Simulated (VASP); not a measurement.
# Mg6MnNb: single point with PBE

Mg6MnNb:

```xyz
8
Lattice="4.8273 0.0000 0.0000 0.0000 3.0235 5.5328 0.0000 -3.0235 5.5328" Properties=species:S:1:pos:R:3 pbc="T T T"
Nb    2.4136    0.0000    7.6395
Mn    0.0000    0.0000    8.9181
Mg    2.4136    0.0000    1.8680
Mg    2.4136    1.5578    4.6878
Mg    2.4136   -1.5578    4.6878
Mg    0.0000    0.0000    3.6326
Mg    0.0000    1.4583    6.4141
Mg    0.0000   -1.4583    6.4141
```

The cell comes from a database or a generator and needn't be the stable form of this composition.

```json
{
 "Program": "VASP 6.6.1",
 "Task": "single point",
 "Functional": "PBE",
 "Potentials or basis": "VASP PAW PBE potentials, release 64 (Nb_sv, Mn_pv, Mg)",
 "Cutoff": "520 eV",
 "k mesh": "6 × 5 × 5",
 "Occupations": "fermi-dirac, width 0.05 eV",
 "Spin": "collinear spin, ferromagnetic start",
 "Starting moments": "[0.0, 4.0, 0.0, 0.0, 0.0, 0.0, 0.0, 0.0] μB",
 "Further INCAR settings": "ALGO = Normal; EDIFF = 1e-07; NBANDS = 33"
}
```

```json
{"Pressure": "-0.1 GPa", "Largest force": "0.055 eV/Å", "Band gap on the k mesh": "none (metal or under the smearing width)", "Net moment": "2.53 μB per cell", "Site moments": "Nb -0.65; Mn +3.33; Mg +0.01, -0.00, -0.01 μB", "Valence electrons inside the program's atomic spheres": "Nb 10.59; Mn 11.47; Mg 0.39, 0.38, 0.36"}
```

Forces in eV/Å, atoms in the order of the input:
```
Nb   0.000  0.000  0.031
Mn   0.000  0.000  0.025
Mg   0.000  0.000  0.028
Mg   0.000 -0.049  0.020
Mg   0.000  0.049  0.020
Mg   0.000  0.000 -0.055
Mg   0.000 -0.002 -0.034
Mg   0.000  0.002 -0.034
```

Stress tensor (GPa, compression positive):
```
-0.32  0.00  0.00
 0.00 -0.02  0.00
 0.00  0.00 -0.06
```

Levels at points of the mesh, in eV from the Fermi level:
Spin up:
```tsv
k point	band 18	band 19	band 20	band 21	band 22	band 23
(0.00, 0.00, 0.00)	-1.18	-1.10	-0.86	0.04	0.16	0.60
(0.50, 0.00, 0.00)	-1.02	-0.92	-0.79	-0.35	-0.02	0.33
```
Spin down:
```csv
k point,band 16,band 17,band 18,band 19,band 20,band 21
"(0.00, 0.00, 0.00)",-0.91,-0.71,-0.45,0.43,0.55,0.80
"(0.50, 0.00, 0.00)",-0.94,-0.68,-0.54,-0.46,-0.25,-0.04
```

It took 4.3 min on 1 thread of Intel(R) Xeon(R) 6975P-C (Granite Rapids) (shared host), peak memory 0.53 GiB.
